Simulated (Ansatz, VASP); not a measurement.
# Cross-check of Sb2Pt (Sb2Pt (Pa-3)) between VASP and Ansatz

One calculation is typed for both programs; each brings its own data sets. How far apart do they land? The cell is taken from a series of runs on this material, whose earlier steps may have relaxed, scaled, displaced or heated it; both programs get it as it stands.

Calculated with Ansatz 0.2.0; plane waves, with VASP 6.6.1 beside it; relaxation of cell and atoms at r2SCAN.

## (1) Starting point

The structure is cubic, space group Pa-3 (No. 205). The conventional cell has a = 6.500 Å, b = 6.500 Å, c = 6.500 Å, α = 90.00°, β = 90.00°, γ = 90.00°. Nearest to Sb lie 3 Pt at 2.70 Å and 1 Sb at 2.81 Å. Nearest to Pt lie 6 Sb at 2.70 Å. Farther neighbours are not listed.

## (2) VASP: relaxation of cell and atoms, r2SCAN

The relaxed volume is the usual yardstick between codes: in a stiff, nearly cubic crystal its relative difference is about their pressure difference at one cell divided by the bulk modulus.

Lines of VASP's logs that name or quote its potential files are left out, and so is its time.

INCAR

```
SYSTEM = Sb2Pt
PREC = Accurate
ENCUT = 550
EDIFF = 1E-07
NELM = 120
ISMEAR = -1
SIGMA = 0.05
LREAL = .FALSE.
ALGO = Normal
METAGGA = R2SCAN
LASPH = .TRUE.
NBANDS = 52
LORBIT = 11
LWAVE = .FALSE.
LCHARG = .FALSE.
ISIF = 3
IBRION = 2
NSW = 80
EDIFFG = -0.005
GGA_COMPAT = .FALSE.
NELMIN = 4
LMIXTAU = .TRUE.
KPAR = 2
```

POSCAR

```
Sb2Pt
1.0
    6.4997750000      0.0000000000      0.0000000000
    0.0000000000      6.4997750000      0.0000000000
    0.0000000000      0.0000000000      6.4997750000
Sb Pt
8 4
Direct
    0.3752528357      0.1247472413      0.8752527587
    0.1247472413      0.8752527587      0.3752528357
    0.8752527587      0.3752528357      0.1247472413
    0.6247471643      0.6247471643      0.6247471643
    0.3752528357      0.3752528357      0.3752528357
    0.1247472413      0.6247471643      0.8752527587
    0.8752527587      0.1247472413      0.6247471643
    0.6247471643      0.8752527587      0.1247472413
    0.0000000000      0.4999999231      0.4999999231
    0.4999999231      0.4999999231      0.0000000000
    0.4999999231      0.0000000000      0.4999999231
    0.0000000000      0.0000000000      0.0000000000
```

KPOINTS

```
Automatic mesh
0
Gamma
6 6 6
0 0 0
```

The projector-augmented-wave data sets are Sb and Pt (PBE family, release 64).

The run is started by

```bash
$ mpirun -np 2 vasp_std
```

Numbers of over 12 decimals in the logs are rounded to 6 here.

Output:

```text
[banner, memory and clock lines left out]
running    2 mpi-ranks, on    1 nodes
 distrk:  each k-point on    1 cores,    2 groups
 distr:  one band on    1 cores,    1 groups

 POSCAR found type information on POSCAR SbPt
 POSCAR found :  2 types and      12 ions
|                                                                             |
|               ----> ADVICE to this user running VASP <----                  |
|                                                                             |
|     You enforced a specific xc type in the INCAR file but a different       |
|     [... a line on the potential file left out ...]
|     I HOPE YOU KNOW WHAT YOU ARE DOING!                                     |
|                                                                             |

 LDA part: xc-table for (None), standard interpolation
 POSCAR, INCAR and KPOINTS ok, starting setup
 FFT: planning ... GRIDC
 FFT: planning ... GRID_SOFT
 FFT: planning ... GRID
 WAVECAR not read
 entering main loop
       N       E                     dE             d eps       ncg     rms          rms(c)
DAV:   1     0.170993793168E+03    0.17099E+03   -0.33287E+04  2496   0.143E+03
DAV:   2    -0.398478291901E+03   -0.56947E+03   -0.53723E+03  2916   0.259E+02
DAV:   3    -0.435196125068E+03   -0.36718E+02   -0.35502E+02  2952   0.693E+01
DAV:   4    -0.436067028948E+03   -0.87090E+00   -0.86226E+00  2924   0.110E+01
DAV:   5    -0.436084891036E+03   -0.17862E-01   -0.17842E-01  2872   0.171E+00    0.165E+01
DAV:   6    -0.423841902918E+03    0.12243E+02   -0.12767E+01  2652   0.210E+01    0.759E+00
DAV:   7    -0.416895835646E+03    0.69461E+01   -0.19344E+00  2584   0.902E+00    0.542E+00
DAV:   8    -0.417602610355E+03   -0.70677E+00   -0.15075E+00  2688   0.409E+00    0.185E+00
DAV:   9    -0.417856508787E+03   -0.25390E+00   -0.26885E-01  2692   0.261E+00    0.409E-01
DAV:  10    -0.418056974131E+03   -0.20047E+00   -0.29008E-01  2552   0.220E+00    0.317E-01
DAV:  11    -0.418094697608E+03   -0.37723E-01   -0.35313E-02  2612   0.824E-01    0.231E-01
DAV:  12    -0.418094453730E+03    0.24388E-03   -0.13691E-03  2840   0.196E-01    0.121E-01
DAV:  13    -0.418094807147E+03   -0.35342E-03   -0.92398E-04  2672   0.189E-01    0.331E-02
DAV:  14    -0.418094966458E+03   -0.15931E-03   -0.14809E-04  2572   0.671E-02    0.356E-02
DAV:  15    -0.418094935614E+03    0.30844E-04   -0.70760E-05  2592   0.424E-02    0.114E-02
DAV:  16    -0.418094978599E+03   -0.42984E-04   -0.18878E-05  2540   0.235E-02    0.429E-03
DAV:  17    -0.418094980626E+03   -0.20274E-05   -0.39356E-06  2760   0.953E-03    0.314E-03
DAV:  18    -0.418094980701E+03   -0.75152E-07   -0.39004E-07  2400   0.308E-03
   1 F= -.41809498E+03 E0= -.41809059E+03  d E =-.418095E+03
[...]
2 F= -.41809485E+03 E0= -.41809043E+03  d E =0.125787E-03
[...]
3 F= -.41809508E+03 E0= -.41809068E+03  d E =-.103131E-03
[...]
4 F= -.41809508E+03 E0= -.41809068E+03  d E =-.102714E-03
[...]
5 F= -.41809508E+03 E0= -.41809068E+03  d E =-.102368E-03
 curvature:  -0.26 expect dE=-0.940E-05 dE for cont linesearch -0.277E-08
 trial: gam= 0.05780 g(F)=  0.327E-04 g(S)=  0.290E-05 ort = 0.246E-05 (trialstep = 0.889E+00)
 search vector abs. value=  0.378E-04
 bond charge predicted
       N       E                     dE             d eps       ncg     rms          rms(c)
DAV:   1    -0.418095098345E+03   -0.15184E-04   -0.44637E-04  2572   0.800E-02    0.110E-02
DAV:   2    -0.418095102073E+03   -0.37285E-05   -0.29014E-05  2884   0.222E-02    0.274E-03
DAV:   3    -0.418095102380E+03   -0.30649E-06   -0.84463E-07  2728   0.489E-03    0.192E-03
DAV:   4    -0.418095102807E+03   -0.42703E-06   -0.85384E-08  1420   0.118E-03    0.823E-04
DAV:   5    -0.418095103126E+03   -0.31933E-06   -0.38111E-08  1288   0.996E-04    0.177E-04
DAV:   6    -0.418095103178E+03   -0.51358E-07   -0.22629E-08  1264   0.637E-04
   6 F= -.41809510E+03 E0= -.41809071E+03  d E =-.201081E-04
 trial-energy change:   -0.000020  1 .order   -0.000020   -0.000032   -0.000009
 step:   1.2283(harm=  1.2283)  dis= 0.00034  next Energy=  -418.095105 (dE=-0.220E-04)
 reached required accuracy - stopping structural energy minimisation
```

From OUTCAR (step 2):

```text
ion  position               nearest neighbor table
   1  0.375  0.125  0.875-  10 2.70  11 2.70  12 2.70   8 2.81   6 3.63   7 3.63   5 3.63   5 3.63
                             6 3.63   7 3.63
   2  0.125  0.875  0.375-  11 2.70   9 2.70  12 2.70   7 2.81   6 3.63   5 3.63   8 3.63   5 3.63
                             6 3.63   8 3.63
   3  0.875  0.375  0.125-   9 2.70  10 2.70  12 2.70   6 2.81   5 3.63   7 3.63   8 3.63   5 3.63
                             7 3.63   8 3.63
   4  0.625  0.625  0.625-   9 2.70  10 2.70  11 2.70   5 2.81   6 3.63   7 3.63   8 3.63   7 3.63
                             8 3.63   6 3.63
   5  0.375  0.375  0.375-   9 2.70  10 2.70  11 2.70   4 2.81   2 3.63   3 3.63   1 3.63   1 3.63
                             2 3.63   3 3.63
   6  0.125  0.625  0.875-  10 2.70   9 2.70  12 2.70   3 2.81   2 3.63   1 3.63   4 3.63   2 3.63
                             1 3.63   4 3.63
   7  0.875  0.125  0.625-   9 2.70  11 2.70  12 2.70   2 2.81   1 3.63   3 3.63   4 3.63   3 3.63
                             1 3.63   4 3.63
   8  0.625  0.875  0.125-  11 2.70  10 2.70  12 2.70   1 2.81   2 3.63   3 3.63   4 3.63   3 3.63
                             2 3.63   4 3.63
   9  0.000  0.500  0.500-   3 2.70   7 2.70   5 2.70   2 2.70   6 2.70   4 2.70
  10  0.500  0.500  0.000-   1 2.70   6 2.70   5 2.70   3 2.70   8 2.70   4 2.70
  11  0.500  0.000  0.500-   2 2.70   8 2.70   5 2.70   1 2.70   7 2.70   4 2.70
  12  0.000  0.000  0.000-   1 2.70   2 2.70   3 2.70   6 2.70   7 2.70   8 2.70

  LATTYP: Found a simple cubic cell.
 ALAT       =     6.4997750000

 Subroutine GETGRP returns: Found 24 space group operations
 (whereof  6 operations were pure point group operations)

The static configuration has the point symmetry S_6 .
 The point group associated with its full space group is T_h .

 Found     24 irreducible k-points:

   k-points           NKPTS =     24   k-points in BZ     NKDIM =     24   number of bands    NBANDS=     52

   dimension x,y,z NGX =    50 NGY =   50 NGZ =   50
   dimension x,y,z NGXF=   100 NGYF=  100 NGZF=  100

   ENCUT  =  550.0 eV  40.42 Ry    6.36 a.u.  12.43 12.43 12.43*2*pi/ulx,y,z

   NELECT =      80.0000    total number of electrons

 k-points in reciprocal lattice and weights: Automatic mesh
   0.00000000  0.00000000  0.00000000       0.005
   0.16666667  0.00000000  0.00000000       0.028
   0.33333333  0.00000000  0.00000000       0.028
   0.50000000  0.00000000  0.00000000       0.014
   0.16666667  0.16666667  0.00000000       0.056
   0.33333333  0.16666667  0.00000000       0.056
  -0.16666667  0.33333333  0.00000000       0.056
   0.50000000  0.16666667  0.00000000       0.028
  -0.16666667  0.50000000  0.00000000       0.028
[...]
0.50000000  0.50000000  0.33333333       0.028
   0.50000000  0.50000000  0.50000000       0.005

 average (electrostatic) potential at core
       1 -89.0709       2 -89.0709       3 -89.0709       4 -89.0709       5 -89.0709
       6 -89.0709       7 -89.0709       8 -89.0709       9 -71.1291      10 -71.1291
      11 -71.1291      12 -71.1291

 E-fermi :   8.8559

 k-point     1 :       0.0000    0.0000    0.0000
  band No.  band energies     occupation
    ...
     39       8.2908      1.99998
     40       8.2908      1.99998
     41       8.8717      0.84335
     42       8.8717      0.84332
     43       8.8717      0.84332
     44       9.9708      0.00000
     45      12.2560      0.00000
     46      12.2560      0.00000
     47      12.2560      0.00000
     48      13.4360      0.00000
    ...

 k-point     2 :       0.1667    0.0000    0.0000
  band No.  band energies     occupation
    ...
     36       6.6013      2.00000
     37       6.8001      2.00000
     38       8.0688      2.00000
     39       8.0874      2.00000
     40       8.7668      1.71190
     41       8.9888      0.13087
     42       9.0412      0.04793
     43       9.0448      0.04472
     44      10.0979      0.00000
     45      12.1327      0.00000
    ...

 k-point     3 :       0.3333    0.0000    0.0000
  band No.  band energies     occupation
    ...
     36       6.9139      2.00000
     37       7.5775      2.00000
     38       7.6031      2.00000
     39       8.0027      2.00000
     40       8.5160      1.99777
     41       9.3581      0.00009
     42       9.3689      0.00007
     43       9.5836      0.00000
     44      10.5155      0.00000
     45      11.3447      0.00000
    ...

  Total       -0.0055606     -0.0055606     -0.0055606     -0.0000000      0.0000000      0.0000000
  in kB       -0.0324096     -0.0324096     -0.0324096     -0.0000000      0.0000000      0.0000000
  external PRESSURE =      -0.0324096 kB  Pullay stress =       0.0000000 kB

  energy-cutoff  :      550.00
  volume of cell :      274.89
      direct lattice vectors                 reciprocal lattice vectors
     6.502098718 -0.000000000  0.000000000     0.153796496  0.000000000 -0.000000000
    -0.000000000  6.502098718  0.000000000     0.000000000  0.153796496 -0.000000000
     0.000000000  0.000000000  6.502098718    -0.000000000 -0.000000000  0.153796496

 POSITION                                       TOTAL-FORCE (eV/Angst)
 -----------------------------------------------------------------------------------
      2.44032      0.81073      5.69137         0.001462     -0.001462      0.001462
      0.81073      5.69137      2.44032        -0.001462      0.001462      0.001462
      5.69137      2.44032      0.81073         0.001462      0.001462     -0.001462
      4.06178      4.06178      4.06178        -0.001462     -0.001462     -0.001462
      2.44032      2.44032      2.44032         0.001462      0.001462      0.001462
      0.81073      4.06178      5.69137        -0.001462     -0.001462      0.001462
      5.69137      0.81073      4.06178         0.001462     -0.001462     -0.001462
      4.06178      5.69137      0.81073        -0.001462      0.001462     -0.001462
      6.50210      3.25105      3.25105        -0.000000      0.000000      0.000000
      3.25105      3.25105      0.00000        -0.000000      0.000000      0.000000
      3.25105     -0.00000      3.25105         0.000000      0.000000      0.000000
      0.00000      0.00000      0.00000         0.000000      0.000000      0.000000
 -----------------------------------------------------------------------------------
    total drift:                                0.000069      0.000075      0.000367

  FREE ENERGIE OF THE ION-ELECTRON SYSTEM (eV)
  ---------------------------------------------------
  free  energy   TOTEN  =      -418.0951031777 eV

  energy  without entropy=     -418.0863231324  energy(sigma->0) =     -418.09071316

 reached required accuracy - stopping structural energy minimisation

 total charge
# of ion       s       p       d       tot
------------------------------------------
    1        1.128   1.215   0.062   2.405
    2        1.128   1.215   0.062   2.405
    3        1.128   1.215   0.062   2.405
    4        1.128   1.215   0.062   2.405
    5        1.128   1.215   0.062   2.405
    6        1.128   1.215   0.062   2.405
    7        1.128   1.215   0.062   2.405
    8        1.128   1.215   0.062   2.405
    9        0.685   0.686   8.044   9.414
   10        0.685   0.686   8.044   9.414
   11        0.685   0.686   8.044   9.414
   12        0.685   0.686   8.044   9.414
--------------------------------------------------
tot         11.765  12.463  32.671  56.899

[... 3 further parts left out ...]
```

CONTCAR:

```
Sb2Pt
   1.00000000000000
     6.5020987182003900   -0.0000000000000000    0.0000000000000000
    -0.0000000000000000    6.5020987182003900    0.0000000000000000
     0.0000000000000000    0.0000000000000000    6.5020987182003900
  Sb              Pt
     8     4
Direct
     0.3753125086707413    0.1246875683292615    0.8753124316707385
     0.1246875683292615    0.8753124316707385    0.3753125086707413
     0.8753124316707385    0.3753125086707413    0.1246875683292615
     0.6246874913292587    0.6246874913292587    0.6246874913292587
     0.3753125086707413    0.3753125086707413    0.3753125086707413
     0.1246875683292615    0.6246874913292587    0.8753124316707385
     0.8753124316707385    0.1246875683292615    0.6246874913292587
     0.6246874913292587    0.8753124316707385    0.1246875683292615
     1.0000000000000000    0.4999999230999990    0.4999999230999990
     0.4999999230999990    0.4999999230999990    0.0000000000000000
     0.4999999230999990    0.0000000000000000    0.4999999230999990
     0.0000000000000000    0.0000000000000000    0.0000000000000000
```

The run keeps the 24 symmetry operations of its start, so it cannot find a distortion of lower symmetry.

[end of part 1 of 2]

[Lines on the potential files, build, host, timing and source positions are cut from VASP's logs without a mark.]

[Logs are printed without paths, hosts, clocks, repeated set-up lines and the standing remarks that a program may print on its own settings, such as how far it seeks lower states.]

[Hosts, paths, dates, database ids (printed as entryN), source tags and the programs' standing remarks are cut or masked in the printed files.]
